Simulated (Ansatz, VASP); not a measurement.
# YAlSe3: VASP beside Ansatz, part 3 of 3

Wanted: the spread between two codes on one cell, functional and k mesh. The cell is generated by rule, not measured, and may not be a known phase. The cell is taken from a series of runs on this material, whose earlier steps may have relaxed, scaled, displaced or heated it; both programs get it as it stands.

VASP 6.6.1 and Ansatz 0.2.0.

So far: Ansatz: relaxation of cell and atoms, PBEsol, pair 1; VASP: relaxation of cell and atoms, PBEsol, pair 1; Side by side; VASP: relaxation of cell and atoms, PBEsol, pair 2; Ansatz: relaxation of cell and atoms, PBEsol, pair 2; Comparison.

## (8) VASP: relaxation of cell and atoms, PBEsol, pair 3

Level of this step: PBEsol; plane waves and PAW (Y_sv, Al, Se); invented cell (VASP).

The relaxed volume is the usual yardstick between codes: in a stiff, nearly cubic crystal its relative difference is about their pressure difference at one cell divided by the bulk modulus.

The input, INCAR:

```
SYSTEM = YAlSe3
PREC = Accurate
ENCUT = 500
EDIFF = 1E-07
NELM = 120
ISMEAR = 1
SIGMA = 0.2
LREAL = .FALSE.
ALGO = Normal
GGA = PS
NBANDS = 42
LASPH = .TRUE.
LORBIT = 11
LWAVE = .FALSE.
LCHARG = .FALSE.
ISIF = 3
IBRION = 2
NSW = 80
EDIFFG = -0.005
GGA_COMPAT = .FALSE.
NELMIN = 4
KPAR = 2
```

The input, POSCAR:

```
YAlSe3
1.0
    6.6322660000      0.0000000000      0.0000000000
    0.0000000000      6.6322660000      0.0000000000
    0.0000000000      0.0000000000      5.0572090000
Y Al Se
2 2 6
Direct
    0.5000000000      0.0000000000      0.0000000000
    0.0000000000      0.5000000000      0.0000000000
    0.0000000000      0.0000000000      0.5000000000
    0.5000000000      0.5000000000      0.5000000000
    0.6690888152      0.1690888152      0.5000000000
    0.3309111848      0.8309111848      0.5000000000
    0.8309111848      0.6690888152      0.5000000000
    0.1690888152      0.3309111848      0.5000000000
    0.0000000000      0.0000000000      0.0000000000
    0.5000000000      0.5000000000      0.0000000000
```

The input, KPOINTS:

```
Automatic mesh
0
Gamma
6 6 8
0 0 0
```

PAW data sets: Y_sv, Al and Se (PBE family, release 64).

Started as:

```
> mpirun -np 2 vasp_std
```

Numbers of over 12 decimals in the logs are rounded to 6 here.

Log:

```text
[... set-up lines as in an earlier step ...]
 entering main loop
       N       E                     dE             d eps       ncg     rms          rms(c)
DAV:   1     0.332808303825E+03    0.33281E+03   -0.27657E+04  4200   0.133E+03
DAV:   2    -0.268941714328E+02   -0.35970E+03   -0.34293E+03  5154   0.277E+02
DAV:   3    -0.584177057866E+02   -0.31524E+02   -0.31092E+02  6044   0.665E+01
DAV:   4    -0.599230319958E+02   -0.15053E+01   -0.14993E+01  6638   0.130E+01
[...]
DAV:  15    -0.557388771789E+02    0.15191E-06   -0.62440E-06  6422   0.723E-03    0.128E-02
DAV:  16    -0.557388770681E+02    0.11083E-06   -0.27191E-07  4632   0.217E-03    0.253E-03
DAV:  17    -0.557388770538E+02    0.14298E-07   -0.13257E-07  3598   0.143E-03
   1 F= -.55738877E+02 E0= -.55739751E+02  d E =-.557389E+02
[...]
N       E                     dE             d eps       ncg     rms          rms(c)
DAV:   1    -0.557403887911E+02   -0.15117E-02   -0.35629E-02  4596   0.767E-01    0.259E-01
[...]
2 F= -.55738973E+02 E0= -.55739856E+02  d E =-.956705E-04
 trial-energy change:   -0.000096  1 .order   -0.000101   -0.000464    0.000263
 step:   0.6289(harm=  0.6384)  dis= 0.00006  next Energy=   -55.739022 (dE=-0.145E-03)
[...]
N       E                     dE             d eps       ncg     rms          rms(c)
DAV:   1    -0.557392142858E+02   -0.24148E-03   -0.49213E-03  4548   0.285E-01    0.963E-02
DAV:   2    -0.557390837402E+02    0.13055E-03   -0.59022E-04  5518   0.821E-02    0.500E-02
DAV:   3    -0.557390157117E+02    0.68029E-04   -0.14427E-04  5890   0.449E-02    0.281E-02
DAV:   4    -0.557390155390E+02    0.17271E-06   -0.52590E-05  6908   0.196E-02    0.318E-02
DAV:   5    -0.557390199069E+02   -0.43679E-05   -0.43803E-06  5538   0.839E-03    0.831E-03
DAV:   6    -0.557390214192E+02   -0.15123E-05   -0.13759E-06  6742   0.303E-03    0.240E-03
DAV:   7    -0.557390216773E+02   -0.25810E-06   -0.38426E-07  5472   0.188E-03    0.833E-04
DAV:   8    -0.557390218276E+02   -0.15029E-06   -0.73372E-08  3182   0.101E-03    0.388E-04
DAV:   9    -0.557390218590E+02   -0.31404E-07   -0.23306E-08  2408   0.584E-04
   3 F= -.55739022E+02 E0= -.55739902E+02  d E =-.144805E-03
[...]
reached required accuracy - stopping structural energy minimisation
```

From OUTCAR (step 8):

```text
  Total        0.0078055      0.0078055     -0.0094431      0.0000000      0.0000000     -0.0000000
  in kB        0.0561269      0.0561269     -0.0679025      0.0000000      0.0000000     -0.0000000
  external PRESSURE =       0.0147838 kB  Pullay stress =       0.0000000 kB

 POSITION                                       TOTAL-FORCE (eV/Angst)
 -----------------------------------------------------------------------------------
      3.31784      0.00000     -0.00000        -0.000000      0.000000     -0.000000
      0.00000      3.31784      0.00000        -0.000000      0.000000     -0.000000
      0.00000      0.00000      2.53011        -0.000000      0.000000     -0.000000
      3.31784      3.31784      2.53011        -0.000000      0.000000     -0.000000
      4.43980      1.12196      2.53011        -0.002485     -0.002485      0.000000
      2.19588      5.51372      2.53011         0.002485      0.002485     -0.000000
      5.51372      4.43980      2.53011         0.002485     -0.002485     -0.000000
      1.12196      2.19588      2.53011        -0.002485      0.002485      0.000000
      0.00000      0.00000      0.00000        -0.000000      0.000000     -0.000000
      3.31784      3.31784     -0.00000        -0.000000      0.000000     -0.000000
 -----------------------------------------------------------------------------------
    total drift:                               -0.000000      0.000000      0.000000

  FREE ENERGIE OF THE ION-ELECTRON SYSTEM (eV)
  ---------------------------------------------------
  free  energy   TOTEN  =       -55.7390218590 eV

  energy  without entropy=      -55.7416612468  energy(sigma->0) =      -55.73990165

[... 1 part as in an earlier step ...]

[... 3 further parts left out ...]
[key lines of the parts left out:]
E-fermi :   4.9768
```

## (9) Ansatz: relaxation of cell and atoms, PBEsol, pair 3

The same cell, functional, mesh and smearing now go to Ansatz, which takes its cutoff from its data sets.

The cell is taken from a series of runs on this material, whose earlier steps may have relaxed, scaled, displaced or heated it; both programs get it as it stands.

The input, input.yaml:

```yaml
crystal:
  lattice:
    - [6.6322659307, 0.0, 0.0]
    - [0.0, 6.6322659307, 0.0]
    - [0.0, 0.0, 5.0572089079]
  atoms:
    - { symbol: "Y", position: [0.5, 0.0, 0.0] }
    - { symbol: "Y", position: [0.0, 0.5, 0.0] }
    - { symbol: Al, position: [0.0, 0.0, 0.5] }
    - { symbol: Al, position: [0.5, 0.5, 0.5] }
    - { symbol: Se, position: [0.6690888752, 0.1690888752, 0.5] }
    - { symbol: Se, position: [0.3309111248, 0.8309111248, 0.5] }
    - { symbol: Se, position: [0.8309111248, 0.6690888752, 0.5] }
    - { symbol: Se, position: [0.1690888752, 0.3309111248, 0.5] }
    - { symbol: Se, position: [0.0, 0.0, 0.0] }
    - { symbol: Se, position: [0.5, 0.5, 0.0] }
kpoints:
  mp_grid: { grid: [6, 6, 8] }
hamiltonian:
  xc: pbesol
  pseudopotentials: { kind: paw, azcp: { folder: soft_1 }, xc_functional: pbe }
scf:
  occupations: { method: methfessel_paxton, width: 0.2 }
output:
  forces: true
  stress: true
  eigenvalues: true
relax:
  adjacent_minimum: "off"
  f_tol: 0.001
  max_steps: 60
  cell: { stress_tol: 0.01 }
```

Started as:

```
> ansatz run input.yaml --threads 4 --pin off --max-ram 16384MiB --backend cpu --events-out ev --progress --plain --runs-dir out
```

Log:

```text
[...]
Crystal: 10 atoms, lattice volume = 222.451 Å³
Basis set: ecut = 420 eV, 4289 PW (Γ), exchange–correlation on 90×90×72 points (8 copies of the dense FFT grid, shifted against one another)
Bands: 75, of which v1, the nominal top of the filled ones, is band 62 counted from 1 (61 counted from 0)
Symmetry: 16 space group operations
[...]
k-points: 50 of 288
[...]
- { symbol: Y, position: [0, 0.500000, 0.0] }
    - { symbol: Al, position: [0, 0, 0.500000] }
    - { symbol: Al, position: [0.500000, 0.500000, 0.500000] }
    - { symbol: Se, position: [0.669084, 0.169084, 0.500000] }
    - { symbol: Se, position: [0.330916, 0.830916, 0.500000] }
    - { symbol: Se, position: [0.830916, 0.669084, 0.500000] }
    - { symbol: Se, position: [0.169084, 0.330916, 0.500000] }
    - { symbol: Se, position: [0, 0, 0.0] }
    - { symbol: Se, position: [0.500000, 0.500000, 0.0] }
[key lines of the parts left out:]
SCF converged after 6 iterations
Free energy (F): -41195.407532 eV
Fermi energy:    9.664291 eV
P = ⅓ Tr σ = 0.0010 GPa (0.010 kbar)
```

## (10) Side by side

What differs besides the data sets and the points named for the pairs above, as far as they apply: the data sets hold 124 valence electrons in Ansatz (on its PAW soft_1 files) and 64 in VASP. Total energies have different zeros and are not compared.

The two programs side by side:

```
                                         quantity  Ansatz    VASP  difference
                                      volume (Å³)  222.38  222.81     -0.19 %
edge a after relaxation, in the typed setting (Å)   6.631   6.636     -0.06 %
edge c after relaxation, in the typed setting (Å)   5.057   5.060     -0.06 %
```

## (11) Outcome

```json
{"difference in volume (relaxation of cell and atoms, PBEsol, pair 1)": "-0.22 %", "difference in volume (relaxation of cell and atoms, PBEsol, pair 2)": "-0.19 %", "difference in volume (relaxation of cell and atoms, PBEsol, pair 3)": "-0.19 %"}
```

In words: The difference in volume is -0.22 % (relaxation of cell and atoms, PBEsol, pair 1), within the 1.2 % picked in this series as the mark of a large difference, as far as the stopping tolerances let one tell. The data sets hold unlike numbers of valence electrons (62 in Ansatz and 32 in VASP and 124 in Ansatz and 64 in VASP), so part of the differences comes from the potentials. 3 further runs of this series are not shown here. How closely two codes agree says nothing of how well the functional describes the real material.

[Lines on the potential files, build, host, timing and source positions are cut from VASP's logs without a mark.]

[Logs are printed without paths, hosts, clocks, repeated set-up lines and the standing remarks that a program may print on its own settings, such as how far it seeks lower states.]

[Hosts, paths, dates, database ids (printed as entryN), source tags and the programs' standing remarks are cut or masked in the printed files.]
